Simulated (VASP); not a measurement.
# SbSe2: phonons from a supercell

How does the lattice of SbSe2 vibrate? The cell is invented: other elements were put on sites of a known structure type. It may not be a known or stable phase.

Calculated with VASP 6.6.1; PBEsol; plane waves and PAW (Sb, Se); invented cell.

**1. The starting structure**

It takes space group Fm-3m (No. 225, cubic). Conventional cell: a = 7.141 Å, b = 7.141 Å, c = 7.141 Å, α = 90.00°, β = 90.00°, γ = 90.00°. Sb has 8 Se at 3.09 Å nearest. Nearest to Se lie 4 Sb at 3.09 Å. Farther neighbours and most contacts between anions are not listed.

**2. Relax the host**

Cell and atoms are relaxed first, so that later runs start from this functional's own cell.

Input file INCAR:

```
SYSTEM = SbSe2
PREC = Accurate
ENCUT = 350
EDIFF = 1E-06
NELM = 120
ISMEAR = 0
SIGMA = 0.05
LREAL = .FALSE.
ALGO = Normal
GGA = PS
NBANDS = 14
LORBIT = 11
LWAVE = .FALSE.
LCHARG = .FALSE.
KPAR = 4
IBRION = 2
NSW = 40
ISIF = 3
EDIFFG = -0.02
POTIM = 0.4
```

Input file POSCAR:

```
SbSe2
1.0
    0.0000000000      3.5703605200      3.5703605200
    3.5703605200      0.0000000000      3.5703605200
    3.5703605200      3.5703605200      0.0000000000
Sb Se
1 2
Direct
    0.0000000000      0.0000000000      0.0000000000
    0.2500000000      0.2500000000      0.2500000000
    0.7500000000      0.7500000000      0.7500000000
```

Input file KPOINTS:

```
Automatic mesh
0
Gamma
5 5 5
0 0 0
```

Potentials, in the order of the species: Sb and Se (PBE family, release 64).

Run with:

```
mpirun -np 4 vasp_std
```

Output:

```text
[banner, memory and clock lines left out]
running    4 mpi-ranks, on    1 nodes
 distrk:  each k-point on    1 cores,    4 groups
 distr:  one band on    1 cores,    1 groups

 POSCAR found type information on POSCAR SbSe
 POSCAR found :  2 types and       3 ions
|                                                                             |
|               ----> ADVICE to this user running VASP <----                  |
|                                                                             |
|     You enforced a specific xc type in the INCAR file but a different       |
|     [... a line on the potential file left out ...]
|     I HOPE YOU KNOW WHAT YOU ARE DOING!                                     |
|                                                                             |

 LDA part: xc-table for (Slater+PW92), standard interpolation
 POSCAR, INCAR and KPOINTS ok, starting setup
 FFT: planning ... GRIDC
 FFT: planning ... GRID_SOFT
 FFT: planning ... GRID
 WAVECAR not read
 entering main loop
       N       E                     dE             d eps       ncg     rms          rms(c)
DAV:   1     0.580050759760E+02    0.58005E+02   -0.45471E+03   280   0.659E+02
DAV:   2    -0.719464673914E+01   -0.65200E+02   -0.61770E+02   346   0.140E+02
DAV:   3    -0.119324736579E+02   -0.47378E+01   -0.47009E+01   310   0.410E+01
DAV:   4    -0.119769455810E+02   -0.44472E-01   -0.44451E-01   376   0.473E+00
DAV:   5    -0.119774341382E+02   -0.48856E-03   -0.48855E-03   310   0.503E-01    0.341E+00
DAV:   6    -0.116818969968E+02    0.29554E+00   -0.42241E-01   292   0.362E+00    0.203E+00
DAV:   7    -0.116793776984E+02    0.25193E-02   -0.86919E-02   328   0.148E+00    0.903E-01
DAV:   8    -0.116782838069E+02    0.10939E-02   -0.57740E-03   352   0.462E-01    0.241E-01
DAV:   9    -0.116782892713E+02   -0.54644E-05   -0.89736E-04   322   0.211E-01    0.638E-02
DAV:  10    -0.116783251485E+02   -0.35877E-04   -0.14824E-04   316   0.789E-02    0.170E-02
DAV:  11    -0.116783281772E+02   -0.30287E-05   -0.10384E-05   358   0.240E-02    0.621E-03
DAV:  12    -0.116783309620E+02   -0.27847E-05   -0.59463E-06   310   0.127E-02    0.292E-03
DAV:  13    -0.116783310144E+02   -0.52422E-07   -0.78432E-08   248   0.174E-03
   1 F= -.11678331E+02 E0= -.11677458E+02  d E =-.116783E+02
 curvature:   0.00 expect dE= 0.000E+00 dE for cont linesearch  0.000E+00
 trial: gam= 0.00000 g(F)=  0.186E-46 g(S)=  0.572E+00 ort = 0.000E+00 (trialstep = 0.100E+01)
 search vector abs. value=  0.572E+00
 bond charge predicted
       N       E                     dE             d eps       ncg     rms          rms(c)
DAV:   1    -0.129882662063E+02   -0.13099E+01   -0.24485E+01   280   0.283E+01    0.557E+00
DAV:   2    -0.122120180316E+02    0.77625E+00   -0.10518E+00   280   0.607E+00    0.236E+00
DAV:   3    -0.119976052260E+02    0.21441E+00   -0.57376E-01   280   0.386E+00    0.961E-01
DAV:   4    -0.119849543951E+02    0.12651E-01   -0.18576E-02   316   0.924E-01    0.535E-01
DAV:   5    -0.119834988357E+02    0.14556E-02   -0.88482E-03   298   0.506E-01    0.308E-01
DAV:   6    -0.119835417819E+02   -0.42946E-04   -0.55565E-04   304   0.137E-01    0.311E-02
DAV:   7    -0.119835447296E+02   -0.29477E-05   -0.23105E-05   322   0.284E-02    0.193E-02
DAV:   8    -0.119835462582E+02   -0.15285E-05   -0.60293E-06   298   0.141E-02    0.216E-03
DAV:   9    -0.119835465392E+02   -0.28103E-06   -0.46170E-07   254   0.376E-03
   2 F= -.11983547E+02 E0= -.11983066E+02  d E =-.305216E+00
 trial-energy change:   -0.305216  1 .order   -0.278818   -0.571670    0.014033
 step:   0.9811(harm=  0.9760)  dis= 0.00000  next Energy=   -11.983679 (dE=-0.305E+00)
 bond charge predicted
       N       E                     dE             d eps       ncg     rms          rms(c)
DAV:   1    -0.119840553313E+02   -0.50907E-03   -0.85987E-03   280   0.507E-01    0.974E-02
DAV:   2    -0.119837725208E+02    0.28281E-03   -0.41379E-04   292   0.120E-01    0.428E-02
DAV:   3    -0.119836956511E+02    0.76870E-04   -0.18641E-04   292   0.706E-02    0.120E-02
DAV:   4    -0.119836893661E+02    0.62850E-05   -0.90355E-06   322   0.192E-02    0.699E-03
DAV:   5    -0.119836889886E+02    0.37751E-06   -0.17486E-06   192   0.758E-03
   3 F= -.11983689E+02 E0= -.11983212E+02  d E =-.305358E+00
 curvature:  -0.47 expect dE=-0.718E-07 dE for cont linesearch -0.718E-07
 trial: gam= 0.00000 g(F)=  0.234E-46 g(S)=  0.154E-06 ort =-0.297E-03 (trialstep = 0.996E+00)
 search vector abs. value=  0.154E-06
 reached required accuracy - stopping structural energy minimisation
```

It took 13 s on 4 MPI ranks of Intel Xeon Platinum 8375C at 2.90GHz (Ice Lake), shared host; peak memory 0.67 GiB.

Lines that name or quote the potential files are left out of all logs, and their timing lines are given in words.

From OUTCAR (step 2):

```text
ion  position               nearest neighbor table
   1  0.000  0.000  0.000-   2 3.09   3 3.09   3 3.09   3 3.09   3 3.09   2 3.09   2 3.09   2 3.09

  LATTYP: Found a face centered cubic cell.
 ALAT       =     7.1407210400

 Subroutine GETGRP returns: Found 48 space group operations
 (whereof 48 operations were pure point group operations)

The static configuration has the point symmetry O_h .

 Found     10 irreducible k-points:

   k-points           NKPTS =     10   k-points in BZ     NKDIM =     10   number of bands    NBANDS=     14

   dimension x,y,z NGX =    32 NGY =   32 NGZ =   32
   dimension x,y,z NGXF=    64 NGYF=   64 NGZF=   64

   ENCUT  =  350.0 eV  25.72 Ry    5.07 a.u.   7.70  7.70  7.70*2*pi/ulx,y,z

   NELECT =      17.0000    total number of electrons

 k-points in reciprocal lattice and weights: Automatic mesh
   0.00000000  0.00000000  0.00000000       0.008
   0.20000000  0.00000000  0.00000000       0.064
   0.40000000  0.00000000  0.00000000       0.064
   0.20000000  0.20000000  0.00000000       0.048
   0.40000000  0.20000000  0.00000000       0.192
  -0.40000000  0.20000000  0.00000000       0.192
  -0.20000000  0.20000000  0.00000000       0.096
   0.40000000  0.40000000  0.00000000       0.048
  -0.40000000  0.40000000  0.00000000       0.096
  -0.40000000  0.40000000  0.20000000       0.192

 average (electrostatic) potential at core
       1 -88.2875       2 -53.4077       3 -53.4077

 E-fermi :   4.4814

 k-point     1 :       0.0000    0.0000    0.0000
  band No.  band energies     occupation
    ...
      5       1.5927      2.00000
      6       1.5927      2.00000
      7       2.3800      2.00000
      8       2.3800      2.00000
      9       2.3800      2.00000
     10       5.9819      0.00000
     11       5.9819      0.00000
     12       5.9819      0.00000
     13      10.1039      0.00000
     14      10.1039      0.00000

 k-point     2 :       0.2000    0.0000    0.0000
  band No.  band energies     occupation
    ...
      5       1.2281      2.00000
      6       1.2281      2.00000
      7       2.5432      2.00000
      8       2.5432      2.00000
      9       4.1267      2.00000
     10       6.1758      0.00000
     11       6.2757      0.00000
     12       6.2757      0.00000
     13      11.0554      0.00000
     14      11.0554      0.00000

 k-point     3 :       0.4000    0.0000    0.0000
  band No.  band energies     occupation
    ...
      4       0.9027      2.00000
      5       0.9027      2.00000
      6       1.3176      2.00000
      7       2.4373      2.00000
      8       2.4373      2.00000
      9       4.8970      0.00000
     10       7.3100      0.00000
     11       7.3100      0.00000
     12       8.2154      0.00000
     13      11.1404      0.00000
    ...

  Total        0.0019967      0.0019967      0.0019967     -0.0000000      0.0000000      0.0000000
  in kB        0.0408061      0.0408061      0.0408061     -0.0000000      0.0000000      0.0000000
  external PRESSURE =       0.0408061 kB  Pullay stress =       0.0000000 kB

  energy-cutoff  :      350.00
  volume of cell :       78.40
      direct lattice vectors                 reciprocal lattice vectors
     0.000000000  3.396931644  3.396931644    -0.147191658  0.147191658  0.147191658
     3.396931644 -0.000000000  3.396931644     0.147191658 -0.147191658  0.147191658
     3.396931644  3.396931644 -0.000000000     0.147191658  0.147191658 -0.147191658

 POSITION                                       TOTAL-FORCE (eV/Angst)
 -----------------------------------------------------------------------------------
      0.00000      0.00000      0.00000        -0.000000      0.000000      0.000000
      1.69847      1.69847      1.69847         0.000000      0.000000      0.000000
      5.09540      5.09540      5.09540        -0.000000     -0.000000     -0.000000
 -----------------------------------------------------------------------------------
    total drift:                               -0.000000     -0.000000      0.000000

  FREE ENERGIE OF THE ION-ELECTRON SYSTEM (eV)
  ---------------------------------------------------
  free  energy   TOTEN  =       -11.9836889886 eV

  energy  without entropy=      -11.9827346360  energy(sigma->0) =      -11.98321181

 reached required accuracy - stopping structural energy minimisation

 total charge
# of ion       s       p       d       tot
------------------------------------------
    1        1.331   0.857   0.066   2.255
    2        1.502   2.204   0.030   3.736
    3        1.502   2.204   0.030   3.736
--------------------------------------------------
tot          4.335   5.264   0.126   9.726

[... 3 further parts left out ...]
```

CONTCAR:

```
SbSe2
   1.00000000000000
     0.0000000000000000    3.3969316441725477    3.3969316441725477
     3.3969316441725477   -0.0000000000000000    3.3969316441725477
     3.3969316441725477    3.3969316441725477   -0.0000000000000000
  Sb              Se
     1     2
Direct
     0.0000000000000000    0.0000000000000000    0.0000000000000000
     0.2500000000000000    0.2500000000000000    0.2500000000000000
     0.7500000000000000    0.7500000000000000    0.7500000000000000
```

This run has no spin polarisation. Its electron count is odd, so without a moment it is a metal by construction. The k-mesh is coarse for a metal. The PAW data sets were made with PBE, which is usual practice but a small mismatch for other functionals. After so large a change of volume the plane waves of the start cell no longer fit, so the final stress carries a basis-set error. The run keeps the 48 symmetry operations of its start, so it cannot find a distortion of lower symmetry.

The steps of the relaxation:

| step | energy less that of the first step (eV) | largest force (eV/Å) | pressure (GPa) | volume (Å³) |
| --- | --- | --- | --- | --- |
| 1 | 0.0000 | 0.0000 | -6.77 | 91.03 |
| 2 | -0.3052 | 0.0000 | 0.19 | 78.16 |
| 3 | -0.3054 | 0.0000 | 0.00 | 78.40 |

| conventional cell, symmetrised | before | after | change |
| --- | --- | --- | --- |
| a (Å) | 7.141 | 6.794 | -4.9 % |
| b (Å) | 7.141 | 6.794 | -4.9 % |
| c (Å) | 7.141 | 6.794 | -4.9 % |
| volume (Å³/atom) | 30.34 | 26.13 | -13.9 % |

The relaxed structure:

```cif
data_structure
_symmetry_space_group_name_H-M 'P 1'
_symmetry_Int_Tables_number 1
_cell_length_a 4.8040
_cell_length_b 4.8040
_cell_length_c 4.8040
_cell_angle_alpha 60.000
_cell_angle_beta 60.000
_cell_angle_gamma 60.000
_cell_volume 78.40
loop_
_atom_site_label
_atom_site_type_symbol
_atom_site_fract_x
_atom_site_fract_y
_atom_site_fract_z
_atom_site_occupancy
Sb1 Sb 0.00000 0.00000 0.00000 1
Se2 Se 0.25000 0.25000 0.25000 1
Se3 Se 0.75000 0.75000 0.75000 1
```

This step gave:

- electronic cycles: 27
- electrons: 17
- free energy (TOTEN): -11.98 eV
- energy at zero smearing: -11.98 eV
- Fermi energy: 4.481 eV
- pressure: 0.004081 GPa
- labelled metallic, from the levels on this mesh: yes

The run ended after 3 ionic steps, 0.305 eV below its first step, once forces and stress met EDIFFG = -0.02.

Semilocal functionals make gaps too small and can close small ones, so a metal at this level may be a semiconductor in fact.

**3. Tight relaxation**

Force constants are second derivatives, so residual forces and stress must first be far smaller than in an ordinary relaxation. Smearing and mesh differ from the relaxation before, which can move the cell too.

Input file INCAR:

```
SYSTEM = SbSe2
PREC = Accurate
ENCUT = 350
EDIFF = 1E-08
NELM = 120
ISMEAR = 1
SIGMA = 0.2
LREAL = .FALSE.
ALGO = Fast
GGA = PS
NBANDS = 14
LORBIT = 11
LWAVE = .FALSE.
LCHARG = .FALSE.
KPAR = 4
IBRION = 1
NSW = 30
ISIF = 3
EDIFFG = -0.002
POTIM = 0.4
```

Input file POSCAR:

```
SbSe2
1.0
    0.0000000000      3.3969316442      3.3969316442
    3.3969316442      0.0000000000      3.3969316442
    3.3969316442      3.3969316442      0.0000000000
Sb Se
1 2
Direct
    0.0000000000      0.0000000000      0.0000000000
    0.2500000000      0.2500000000      0.2500000000
    0.7500000000      0.7500000000      0.7500000000
```

Input file KPOINTS:

```
Automatic mesh
0
Gamma
9 9 9
0 0 0
```

Run with:

```
mpirun -np 4 vasp_std
```

Output:

```text
[banner, memory and clock lines left out]
running    4 mpi-ranks, on    1 nodes
 distrk:  each k-point on    1 cores,    4 groups
 distr:  one band on    1 cores,    1 groups

 POSCAR found type information on POSCAR SbSe
 POSCAR found :  2 types and       3 ions
 [... a notice as in an earlier step ...]

 LDA part: xc-table for (Slater+PW92), standard interpolation
 POSCAR, INCAR and KPOINTS ok, starting setup
 FFT: planning ... GRIDC
 FFT: planning ... GRID_SOFT
 FFT: planning ... GRID
 WAVECAR not read
 entering main loop
       N       E                     dE             d eps       ncg     rms          rms(c)
DAV:   1     0.603572464329E+02    0.60357E+02   -0.47751E+03   980   0.678E+02
DAV:   2    -0.777863823795E+01   -0.68136E+02   -0.63449E+02  1288   0.145E+02
DAV:   3    -0.121489360754E+02   -0.43703E+01   -0.43136E+01  1148   0.403E+01
DAV:   4    -0.121871814780E+02   -0.38245E-01   -0.38232E-01  1214   0.448E+00
DAV:   5    -0.121875985142E+02   -0.41704E-03   -0.41702E-03  1214   0.480E-01    0.425E+00
RMM:   6    -0.119759264261E+02    0.21167E+00   -0.25868E-01   980   0.218E+00    0.252E+00
RMM:   7    -0.119701680111E+02    0.57584E-02   -0.67781E-02   980   0.118E+00    0.110E+00
RMM:   8    -0.119687602861E+02    0.14077E-02   -0.91820E-03   980   0.566E-01    0.988E-02
RMM:   9    -0.119682470947E+02    0.51319E-03   -0.16797E-03   981   0.253E-01    0.594E-02
RMM:  10    -0.119682783106E+02   -0.31216E-04   -0.21990E-04   980   0.110E-01    0.358E-02
RMM:  11    -0.119682781550E+02    0.15553E-06   -0.37073E-05   991   0.461E-02    0.732E-03
RMM:  12    -0.119682782187E+02   -0.63619E-07   -0.68278E-06   993   0.208E-02    0.275E-03
RMM:  13    -0.119682783678E+02   -0.14918E-06   -0.20293E-06   981   0.107E-02    0.138E-03
RMM:  14    -0.119682784284E+02   -0.60580E-07   -0.28625E-07  1001   0.418E-03    0.154E-03
RMM:  15    -0.119682784758E+02   -0.47391E-07   -0.11665E-07   968   0.234E-03    0.677E-04
RMM:  16    -0.119682784335E+02    0.42275E-07   -0.29611E-08   767   0.120E-03    0.234E-04
RMM:  17    -0.119682784339E+02   -0.32605E-09   -0.56681E-09   643   0.582E-04
   1 F= -.11968278E+02 E0= -.11966720E+02  d E =-.119683E+02
 BRION: g(F)=  0.253E-46 g(S)=  0.438E-04
 bond charge predicted
       N       E                     dE             d eps       ncg     rms          rms(c)
DAV:   1    -0.119683669753E+02   -0.88542E-04   -0.16519E-03  1244   0.223E-01    0.430E-02
RMM:   2    -0.119683133571E+02    0.53618E-04   -0.70941E-05   980   0.469E-02    0.202E-02
RMM:   3    -0.119682989642E+02    0.14393E-04   -0.36398E-05   980   0.335E-02    0.466E-03
RMM:   4    -0.119682984709E+02    0.49329E-06   -0.47826E-06   981   0.135E-02    0.453E-03
RMM:   5    -0.119682985141E+02   -0.43189E-07   -0.39032E-07   980   0.438E-03    0.919E-04
RMM:   6    -0.119682985079E+02    0.61476E-08   -0.13010E-07   981   0.221E-03    0.916E-04
RMM:   7    -0.119682984990E+02    0.88999E-08   -0.16384E-08   702   0.926E-04
   2 F= -.11968298E+02 E0= -.11966748E+02  d E =-.200652E-04
 BRION: g(F)=  0.188E-46 g(S)=  0.866E-06 retain N=  1 mean eig= 0.88
 eig:   0.877
 reached required accuracy - stopping structural energy minimisation
```

Run time: 19 s. Hardware: 4 MPI ranks; peak memory 0.66 GiB; 72 s of CPU time.

Parts of OUTCAR (step 3):

```text
  LATTYP: Found a face centered cubic cell.
 ALAT       =     6.7938632884

The static configuration has the point symmetry O_h .

 Found     35 irreducible k-points:

   k-points           NKPTS =     35   k-points in BZ     NKDIM =     35   number of bands    NBANDS=     14

   dimension x,y,z NGX =    30 NGY =   30 NGZ =   30
   dimension x,y,z NGXF=    60 NGYF=   60 NGZF=   60

   ENCUT  =  350.0 eV  25.72 Ry    5.07 a.u.   7.33  7.33  7.33*2*pi/ulx,y,z

   NELECT =      17.0000    total number of electrons

 E-fermi :   4.6225

 k-point     1 :       0.0000    0.0000    0.0000
  band No.  band energies     occupation
    ...
      5       1.6028      2.00000
      6       1.6028      2.00000
      7       2.3894      2.00000
      8       2.3894      2.00000
      9       2.3894      2.00000
     10       5.9952     -0.00000
     11       5.9952     -0.00000
     12       5.9952     -0.00000
     13      10.1153      0.00000
     14      10.1153      0.00000

 k-point     2 :       0.1111    0.0000    0.0000
  band No.  band energies     occupation
    ...
      5       1.4475      2.00000
      6       1.4475      2.00000
      7       2.4859      2.00000
      8       2.4859      2.00000
      9       3.2441      2.00000
     10       5.9754     -0.00000
     11       6.0648     -0.00000
     12       6.0648     -0.00000
     13      10.4404      0.00000
     14      10.4404      0.00000

  Total        0.0047362      0.0047362      0.0047362      0.0000000     -0.0000000      0.0000000
  in kB        0.0969209      0.0969209      0.0969209      0.0000000     -0.0000000      0.0000000
  external PRESSURE =       0.0969209 kB  Pullay stress =       0.0000000 kB

  energy-cutoff  :      350.00
  volume of cell :       78.29
      direct lattice vectors                 reciprocal lattice vectors
     0.000000000  3.395459045  3.395459045    -0.147255494  0.147255494  0.147255494
     3.395459045  0.000000000  3.395459045     0.147255494 -0.147255494  0.147255494
     3.395459045  3.395459045  0.000000000     0.147255494  0.147255494 -0.147255494

 POSITION                                       TOTAL-FORCE (eV/Angst)
 -----------------------------------------------------------------------------------
     -0.00000      0.00000     -0.00000         0.000000      0.000000      0.000000
      1.69773      1.69773      1.69773        -0.000000     -0.000000     -0.000000
      5.09319      5.09319      5.09319        -0.000000     -0.000000      0.000000
 -----------------------------------------------------------------------------------
    total drift:                               -0.000000      0.000000      0.000000

  FREE ENERGIE OF THE ION-ELECTRON SYSTEM (eV)
  ---------------------------------------------------
  free  energy   TOTEN  =       -11.9682984990 eV

  energy  without entropy=      -11.9636468587  energy(sigma->0) =      -11.96674795

 total charge
# of ion       s       p       d       tot
------------------------------------------
    1        1.325   0.861   0.067   2.253
    2        1.502   2.204   0.030   3.736
    3        1.502   2.204   0.030   3.736
--------------------------------------------------
tot          4.330   5.269   0.126   9.726

[... 2 parts as in an earlier step ...]

[... 7 further parts left out ...]
```

CONTCAR:

```
SbSe2
   1.00000000000000
     0.0000000000000000    3.3954590445583639    3.3954590445583639
     3.3954590445583639    0.0000000000000000    3.3954590445583639
     3.3954590445583639    3.3954590445583639    0.0000000000000000
  Sb              Se
     1     2
Direct
     0.0000000000000000   -0.0000000000000000    0.0000000000000000
     0.2500000000000000    0.2500000000000000    0.2500000000000000
     0.7500000000000000    0.7500000000000000    0.7500000000000000
```

Little changed from the start: no atom moved by 0.005 Å and no cell edge by 0.1 %.

This step gave:

* electronic cycles: 24
* free energy (TOTEN): -11.97 eV
* energy at zero smearing: -11.97 eV
* Fermi energy: 4.622 eV
* pressure: 0.009692 GPa

The run ended after 2 ionic steps, 0.000 eV below its first step, once forces and stress met EDIFFG = -0.002.

[end of part 1 of 3]

[Lines on the potential files, build, host, timing and source positions are cut from VASP's logs without a mark.]

[Logs are printed without paths, hosts, clocks, repeated set-up lines and the standing remarks that a program may print on its own settings, such as how far it seeks lower states.]

[Hosts, paths, dates, database ids (printed as entryN), source tags and the programs' standing remarks are cut or masked in the printed files.]

[Runs that stopped without an error message from VASP are left out.]
